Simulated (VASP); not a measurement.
Input for VASP

### INCAR
```
SYSTEM = IrO2
PREC = Accurate; ENCUT = 620; LREAL = F
LASPH = T
EDIFF = 1E-6; NELM = 100; ALGO = Normal
LMAXMIX = 6
ISMEAR = 1; SIGMA = 0.1
IBRION = 2; NSW = 40; ISIF = 3
EDIFFG = -0.02
LWAVE = F; LCHARG = F
```

File KPOINTS:
```
Automatic mesh
0
Gamma
7 7 10
0 0 0
```

POSCAR:
```
IrO2
1
    4.4524610214     0.0000000000     0.0000000000
    0.0000000000     4.4524610214     0.0000000000
    0.0000000000     0.0000000000     3.1477611500
Ir O
2 4
Direct
  0.0000000000   0.0000000000   0.0000000000
  0.5000000000   0.5000000000   0.5000000000
  0.3089411369   0.3089411369   0.0000000000
  0.8089411369   0.1910588631   0.5000000000
  0.1910588631   0.8089411369   0.5000000000
  0.6910588631   0.6910588631   0.0000000000
```

POTCAR, in this order: Ir O (LDA.64 set). Program: vasp_std.

Q: Write an equivalent input for Quantum ESPRESSO's pw.x.

A: One equivalent input (not run):
```
&CONTROL
  calculation = 'vc-relax'
  pseudo_dir = './pseudo'
  outdir = './out'
  tprnfor = .true.
  tstress = .true.
  nstep = 40
  forc_conv_thr = 0.00078
/
&SYSTEM
  ibrav = 0
  nat = 6
  ntyp = 2
  ecutwfc = 84
  occupations = 'smearing'
  smearing = 'methfessel-paxton'
  degauss = 0.00735
  input_dft = 'pz'
/
&ELECTRONS
  conv_thr = 7.3e-08
  electron_maxstep = 100
/
&IONS
/
&CELL
/
ATOMIC_SPECIES
  Ir 192.217 Ir.upf
  O 15.999 O.upf
CELL_PARAMETERS angstrom
     4.4524610    0.0000000    0.0000000
     0.0000000    4.4524610    0.0000000
     0.0000000    0.0000000    3.1477612
ATOMIC_POSITIONS crystal
  Ir   0.0000000  0.0000000  0.0000000
  Ir   0.5000000  0.5000000  0.5000000
  O    0.3089411  0.3089411  0.0000000
  O    0.8089411  0.1910589  0.5000000
  O    0.1910589  0.8089411  0.5000000
  O    0.6910589  0.6910589  0.0000000
K_POINTS automatic
  7 7 10 0 0 0
```
Limits of the translation: the potentials are each code's own (VASP's PAW set, PseudoDojo norm-conserving files in pw.x), so ENCUT and ecutwfc are chosen apart and not converted; conv_thr bounds pw.x's estimated SCF error, while EDIFF bounds the energy change between steps; forc_conv_thr acts on force components and is met together with etot_conv_thr.

The compound is IrO2 in the rutile structure. This run relaxes it. Symmetry was kept, so distortions that lower it aren't found.
